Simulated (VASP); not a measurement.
Input of a VASP 6.6.1 run:

File POSCAR:

```
BaCdSnF
1.0
    4.4784130000      0.0000000000      0.0000000000
    0.0000000000      4.4784130000      0.0000000000
    0.0000000000      0.0000000000      9.5256250000
Ba Cd Sn F
2 2 2 2
Direct
    0.2500000000      0.2500000000      0.3586500000
    0.7500000000      0.7500000000      0.6413500000
    0.2500000000      0.7500000000      0.0000000000
    0.7500000000      0.2500000000      0.0000000000
    0.2500000000      0.2500000000      0.8148600000
    0.7500000000      0.7500000000      0.1851400000
    0.2500000000      0.7500000000      0.5000000000
    0.7500000000      0.2500000000      0.5000000000
```

The input INCAR.step1:

```
SYSTEM = BaCdSnF
PREC = Accurate ; ENCUT = 520
EDIFF = 1E-5 ; ISMEAR = -1
SIGMA = 0.1 ; LREAL = .FALSE.
LASPH = .TRUE. ; NELM = 80
ALGO = Normal ; ISIF = 2
LWAVE = .TRUE. ; NBANDS = 53
GGA = PE
```

The input INCAR.step2:

```
SYSTEM = BaCdSnF
PREC = Accurate ; ENCUT = 520
EDIFF = 1E-6 ; ISMEAR = -1
SIGMA = 0.1 ; LREAL = .FALSE.
LASPH = .TRUE. ; NELM = 80
ALGO = Normal ; ISIF = 2
LWAVE = .FALSE. ; LCHARG = .TRUE.
GGA = PE ; LHFCALC = .TRUE.
HFSCREEN = 0.2079 ; PRECFOCK = Fast
LELF = .TRUE. ; LVHAR = .TRUE.
NBANDS = 53 ; ISTART = 1
```

Contents of KPOINTS:

```
Automatic mesh
0
G
  3 3 1
  0 0 0
```

Potentials or basis: VASP PAW PBE potentials, release 64 (Ba_sv, Cd, Sn_d, F).

The run is started by

```sh
$ cat potpaw_PBE.64/Ba_sv/POTCAR potpaw_PBE.64/Cd/POTCAR potpaw_PBE.64/Sn_d/POTCAR potpaw_PBE.64/F/POTCAR > POTCAR
$ cp INCAR.step1 INCAR
$ mpirun -np 1 vasp_std > vasp.out
$ cp INCAR.step2 INCAR
$ mpirun -np 1 vasp_std > vasp.out
```

Estimate the largest force.

0.186 eV/Å.

Predict the pressure.

5.5 GPa.

Estimate the band gap on the k mesh.

none (metal or under the smearing width).

Stress tensor (GPa, compression positive):
```
5.30 0.00 0.00
0.00 5.30 0.00
0.00 0.00 5.99
```

Caveat: the k mesh is coarse (spacing up to 0.66 Å⁻¹), so the values aren't converged, least of all with exact exchange; the PAW data sets were made with another functional, which shifts forces and pressure a little. The run has no spin-orbit coupling, so splittings on Ba are missing.
